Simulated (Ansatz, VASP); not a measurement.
# Cross-check of TaSnTeS3 (1T-SnS2 under 2H-TaSTe, AC) between VASP and Ansatz, part 2 of 2

Aim: how closely do two programs agree when they are given the same cell, functional and k mesh? The structure shown is the start of the Ansatz relaxation below; VASP solves that cell, so the two are compared at the walk's first step.

VASP 6.6.1 and Ansatz 0.2.0.

So far: Starting point; Ansatz: relaxation, LDA.

### Step 3. VASP: single point, LDA, start cell

Level of this step: LDA, zero-moment start; plane waves and PAW (S, Sn_d, Te, Ta_pv) (VASP).

The same cell, functional (in two slightly different forms), mesh and smearing now go to VASP, with its own data sets.

Lines of VASP's logs that name or quote its potential files are left out, and so is its time.

The input, INCAR:

```
SYSTEM = TaSnTeS3
PREC = Accurate
ENCUT = 400
EDIFF = 1E-06
NELM = 200
ISMEAR = -1
SIGMA = 0.05
LREAL = .FALSE.
ALGO = Normal
GGA = CA
NBANDS = 33
ISPIN = 2
MAGMOM = -0 -0 -0 0 -0 -0
LASPH = .TRUE.
LMAXMIX = 4
LORBIT = 11
LWAVE = .FALSE.
LCHARG = .FALSE.
ISIF = 2
LDIPOL = .TRUE.
IDIPOL = 3
DIPOL = 0.5 0.5 0.491
LVHAR = .TRUE.
GGA_COMPAT = .FALSE.
NELMDL = -8
KPAR = 2
```

The input, POSCAR:

```
TaSnTeS3
1.0
    3.6786300000      0.0000000000      0.0000000000
   -1.8393150000      3.1857870000      0.0000000000
    0.0000000000      0.0000000000     48.0135810000
S Sn Te Ta
3 1 1 1
Direct
    0.6666666667      0.3333333333      0.4113419493
    0.3333333333      0.6666666667      0.4491472319
    0.0000000000      0.0000000000      0.5886580507
    0.0000000000      0.0000000000      0.4302445802
    0.0000000000      0.0000000000      0.5147536694
    0.6666666667      0.3333333333      0.5570614906
```

The input, KPOINTS:

```
Automatic mesh
0
Gamma
12 12 1
0 0 0
```

PAW data sets: S, Sn_d, Te and Ta_pv (LDA family, release 64).

On the command line:

```console
$ mpirun -np 2 vasp_std
```

Numbers of over 12 decimals in the logs are rounded to 6 here.

The log of the run:

```text
[banner, memory and clock lines left out]
running    2 mpi-ranks, on    1 nodes
 distrk:  each k-point on    1 cores,    2 groups
 distr:  one band on    1 cores,    1 groups

 POSCAR found type information on POSCAR S SnTeTa
 POSCAR found :  4 types and       6 ions
 LDA part: xc-table for (Slater(with rela. corr.)+CA(PZ))
 , standard interpolation
 POSCAR, INCAR and KPOINTS ok, starting setup
 FFT: planning ... GRIDC
 FFT: planning ... GRID_SOFT
 FFT: planning ... GRID
 WAVECAR not read
 entering main loop
       N       E                     dE             d eps       ncg     rms          rms(c)
DAV:   1     0.355555832499E+03    0.35556E+03   -0.17908E+04  3116   0.928E+02
DAV:   2     0.113525940154E+02   -0.34420E+03   -0.33288E+03  3401   0.231E+02
DAV:   3    -0.347201606085E+02   -0.46073E+02   -0.45523E+02  3151   0.973E+01
DAV:   4    -0.368660093313E+02   -0.21458E+01   -0.21285E+01  3429   0.241E+01
DAV:   5    -0.369387090043E+02   -0.72700E-01   -0.72572E-01  3752   0.412E+00
DAV:   6    -0.369402614202E+02   -0.15524E-02   -0.15518E-02  3784   0.556E-01
DAV:   7    -0.369402934097E+02   -0.31989E-04   -0.31981E-04  3904   0.795E-02
DAV:   8    -0.369402939792E+02   -0.56947E-06   -0.56907E-06  3200   0.960E-03    0.196E+01
DAV:   9    -0.347606165596E+02    0.21797E+01   -0.55471E+00  2839   0.164E+01    0.119E+01
DAV:  10    -0.347973067032E+02   -0.36690E-01   -0.30738E+00  3220   0.951E+00    0.576E+00
DAV:  11    -0.343917084832E+02    0.40560E+00   -0.10424E+00  3014   0.627E+00    0.169E+00
DAV:  12    -0.343759914550E+02    0.15717E-01   -0.12201E-01  3083   0.240E+00    0.779E-01
DAV:  13    -0.343732400099E+02    0.27514E-02   -0.49952E-02  2945   0.111E+00    0.581E-01
DAV:  14    -0.343729454861E+02    0.29452E-03   -0.72149E-03  3167   0.502E-01    0.143E-01
[...]
DAV:  22    -0.343732611687E+02   -0.37875E-04   -0.11473E-06  2342   0.320E-03    0.164E-03
DAV:  23    -0.343733069023E+02   -0.45734E-04   -0.33042E-06  2349   0.394E-03    0.948E-04
DAV:  24    -0.343733169516E+02   -0.10049E-04   -0.28660E-07  2150   0.156E-03    0.706E-04
DAV:  25    -0.343733258618E+02   -0.89102E-05   -0.13016E-07  1948   0.125E-03    0.466E-04
DAV:  26    -0.343733302393E+02   -0.43775E-05   -0.64124E-08  1987   0.814E-04    0.268E-04
DAV:  27    -0.343733337920E+02   -0.35527E-05   -0.48097E-08  1873   0.691E-04    0.229E-04
DAV:  28    -0.343733357766E+02   -0.19846E-05   -0.44023E-08  1883   0.541E-04    0.161E-04
DAV:  29    -0.343733366806E+02   -0.90404E-06   -0.13690E-08  1764   0.407E-04
   1 F= -.34373337E+02 E0= -.34358461E+02  d E =-.297524E-01  mag=     0.0000
```

OUTCAR, selected parts (step 3):

```text
ion  position               nearest neighbor table
   1  0.667  0.333  0.411-   4 2.31   4 2.31   4 2.31
   2  0.333  0.667  0.449-   4 2.31   4 2.31   4 2.31
   3  0.000  0.000  0.589-   6 2.61   6 2.61   6 2.61
   4  0.000  0.000  0.430-   1 2.31   1 2.31   1 2.31   2 2.31   2 2.31   2 2.31
   5  0.000  0.000  0.515-   6 2.94   6 2.94   6 2.94
   6  0.667  0.333  0.557-   3 2.61   3 2.61   3 2.61   5 2.94   5 2.94   5 2.94

  LATTYP: Found a hexagonal cell.
 ALAT       =     3.6786300000
 C/A-ratio  =    13.0520277930

 Subroutine GETGRP returns: Found  6 space group operations
 (whereof  6 operations were pure point group operations)

The static configuration has the point symmetry C_3v.

 Found     19 irreducible k-points:

   k-points           NKPTS =     19   k-points in BZ     NKDIM =     19   number of bands    NBANDS=     33

   dimension x,y,z NGX =    24 NGY =   24 NGZ =  320
   dimension x,y,z NGXF=    48 NGYF=   48 NGZF=  640

   ENCUT  =  400.0 eV  29.40 Ry    5.42 a.u.   6.00  6.00 78.30*2*pi/ulx,y,z

   NELECT =      49.0000    total number of electrons

 k-points in reciprocal lattice and weights: Automatic mesh
   0.00000000  0.00000000  0.00000000       0.007
   0.08333333 -0.00000000  0.00000000       0.042
   0.16666667  0.00000000  0.00000000       0.042
   0.25000000  0.00000000  0.00000000       0.042
   0.33333333  0.00000000  0.00000000       0.042
   0.41666667 -0.00000000  0.00000000       0.042
   0.50000000  0.00000000  0.00000000       0.021
   0.08333333  0.08333333  0.00000000       0.042
   0.16666667  0.08333333  0.00000000       0.083
[...]
0.33333333  0.25000000  0.00000000       0.083
   0.33333333  0.33333333  0.00000000       0.014

 dipolmoment           0.000000      0.000000      0.059541 electrons x Angstroem

 average (electrostatic) potential at core
       1 -95.1499       2 -95.2064       3 -94.4844       4-110.3768       5 -97.3612
       6 -46.6214

 E-fermi :  -2.6399

 spin component 1
 k-point     1 :       0.0000    0.0000    0.0000
  band No.  band energies     occupation
    ...
     20      -5.1206      1.00000
     21      -5.1206      1.00000
     22      -4.1322      1.00000
     23      -3.0826      0.99986
     24      -3.0826      0.99986
     25      -2.1419      0.00005
     26      -1.8407      0.00000
     27      -0.3657      0.00000
     28      -0.1266      0.00000
     29      -0.1266      0.00000
    ...

 k-point     2 :       0.0833   -0.0000    0.0000
  band No.  band energies     occupation
    ...
     20      -5.1057      1.00000
     21      -4.9600      1.00000
     22      -3.9867      1.00000
     23      -3.3124      1.00000
     24      -3.1611      0.99997
     25      -1.9914      0.00000
     26      -1.6657      0.00000
     27      -0.4141      0.00000
     28      -0.1875      0.00000
     29      -0.0979      0.00000
    ...

 k-point     3 :       0.1667    0.0000    0.0000
  band No.  band energies     occupation
    ...
     20      -4.9903      1.00000
     21      -4.6518      1.00000
     22      -4.0574      1.00000
     23      -3.6813      1.00000
     24      -3.3103      1.00000
     25      -2.2910      0.00093
     26      -1.1648      0.00000
     27      -0.6539      0.00000
     28      -0.2649      0.00000
     29      -0.1882      0.00000
    ...

 k-point     4 :       0.2500    0.0000    0.0000
  band No.  band energies     occupation
    ...
     21      -4.6125      1.00000
     22      -4.3539      1.00000
     23      -3.8577      1.00000
     24      -3.3975      1.00000
     25      -2.6888      0.72655
     26      -1.1739      0.00000
     27      -0.7386      0.00000
     28      -0.4406      0.00000
     29       0.0154      0.00000
     30       0.1951      0.00000
    ...

 k-point     5 :       0.3333    0.0000    0.0000
  band No.  band energies     occupation
    ...
     21      -4.6106      1.00000
     22      -4.4170      1.00000
     23      -4.0719      1.00000
     24      -3.3989      1.00000
     25      -2.9547      0.99816
     26      -1.2993      0.00000
     27      -0.6713      0.00000
     28      -0.4953      0.00000
     29       0.3625      0.00000
     30       0.5159      0.00000
    ...

 k-point     6 :       0.4167   -0.0000    0.0000
  band No.  band energies     occupation
    ...
     21      -5.0152      1.00000
     22      -4.3355      1.00000
     23      -4.1558      1.00000
     24      -3.3752      1.00000
     25      -2.9916      0.99912
     26      -1.3796      0.00000
     27      -0.4942      0.00000
     28      -0.4394      0.00000
     29       0.3918      0.00000
     30       0.6681      0.00000
    ...

  Total       10.2618046     10.2618044      3.0769077      0.0000000      0.0000000      0.0000000
  in kB       29.2191369     29.2191363      8.7610892      0.0000000      0.0000000      0.0000000
  external PRESSURE =      22.3997875 kB  Pullay stress =       0.0000000 kB

  energy-cutoff  :      400.00
  volume of cell :      562.69
      direct lattice vectors                 reciprocal lattice vectors
     3.678630000  0.000000000  0.000000000     0.271840332  0.156947090  0.000000000
    -1.839315000  3.185787000  0.000000000     0.000000000  0.313894181  0.000000000
     0.000000000  0.000000000 48.013581000     0.000000000  0.000000000  0.020827440

 POSITION                                       TOTAL-FORCE (eV/Angst)
 -----------------------------------------------------------------------------------
      1.83932      1.06193     19.75000        -0.000000      0.000000     -5.790836
     -0.00000      2.12386     21.56517         0.000000     -0.000000      5.820385
      0.00000      0.00000     28.26358        -0.000000      0.000000     -2.219171
      0.00000      0.00000     20.65758        -0.000000      0.000000     -0.035421
      0.00000      0.00000     24.71517        -0.000000      0.000000      2.010177
      1.83932      1.06193     26.74652         0.000000     -0.000000      0.214866
 -----------------------------------------------------------------------------------
    total drift:                                0.000000     -0.000000      0.000906

  FREE ENERGIE OF THE ION-ELECTRON SYSTEM (eV)
  ---------------------------------------------------
  free  energy   TOTEN  =       -34.3733366806 eV

  energy  without entropy=      -34.3435843236  energy(sigma->0) =      -34.35846050

 vacuum level on the upper side and lower side of the slab         3.210         2.291

 total charge
# of ion       s       p       d       tot
------------------------------------------
    1        1.362   2.525   0.000   3.887
    2        1.364   2.515   0.000   3.879
    3        1.347   2.291   0.000   3.639
    4        1.047   1.454  10.391  12.892
    5        1.391   1.950   0.042   3.383
    6        0.265   6.112   2.185   8.563
--------------------------------------------------
tot          6.776  16.848  12.619  36.243

 magnetization (x)
# of ion       s       p       d       tot
------------------------------------------
    1       -0.000  -0.000   0.000  -0.000
    2       -0.000  -0.000   0.000  -0.000
    3       -0.000   0.000   0.000   0.000
    4        0.000  -0.000   0.000   0.000
    5       -0.000   0.000   0.000   0.000
    6        0.000   0.000   0.000   0.000
--------------------------------------------------
tot          0.000   0.000   0.000   0.000

[... 3 further parts left out ...]
```

### Step 4. Differences

Known differences besides the potentials themselves: the two LDA forms differ slightly; Ansatz cuts the interaction across the vacuum, VASP repeats the sheet with a dipole correction; the data sets hold 61 valence electrons in Ansatz (on its default PAW (the set named soft_2) files) and 49 in VASP; the cutoff is 420 eV in Ansatz and 400 eV in VASP; VASP's log shows a relativistic correction to its local exchange, Ansatz's none. Total energies have different zeros and are not compared.

Forces (eV/Å; atoms numbered as in POSCAR):

```tsv
atom	Ansatz x, y, z	VASP x, y, z
S1	0.000, 0.000, -5.790	0.000, 0.000, -5.791
S2	0.000, 0.000, 5.823	0.000, 0.000, 5.820
S3	0.000, 0.000, -2.241	0.000, 0.000, -2.219
Sn4	0.000, 0.000, -0.038	0.000, 0.000, -0.035
Te5	0.000, 0.000, 2.046	0.000, 0.000, 2.010
Ta6	0.000, 0.000, 0.199	0.000, 0.000, 0.215
```

The forces differ by 11 meV/Å r.m.s., which is 0.5 % of the r.m.s. force of 2.061 eV/Å (both taken over all components). Moments aren't recorded for both runs of this pair, so they may hold unlike magnetic states. With vacuum in the cell, a pressure given here is an average over mostly empty space and none of the material.

### Step 5. Outcome

```json
{
 "r.m.s. force difference (single point, LDA, start cell)": "0.52 % of the r.m.s. force"
}
```

**Reading.** The r.m.s. force difference is 0.52 % of the r.m.s. force (single point, LDA, start cell), within the 3 % picked in this series as the mark of a large difference. The data sets hold unlike numbers of valence electrons (61 in Ansatz and 49 in VASP), so part of the differences comes from the potentials. 1 further run of this series is not shown here. How closely two codes agree says nothing of how well the functional describes the real material.

[Lines on the potential files, build, host, timing and source positions are cut from VASP's logs without a mark.]

[Logs are printed without paths, hosts, clocks, repeated set-up lines and the standing remarks that a program may print on its own settings, such as how far it seeks lower states.]

[Hosts, paths, dates, database ids (printed as entryN), source tags and the programs' standing remarks are cut or masked in the printed files.]
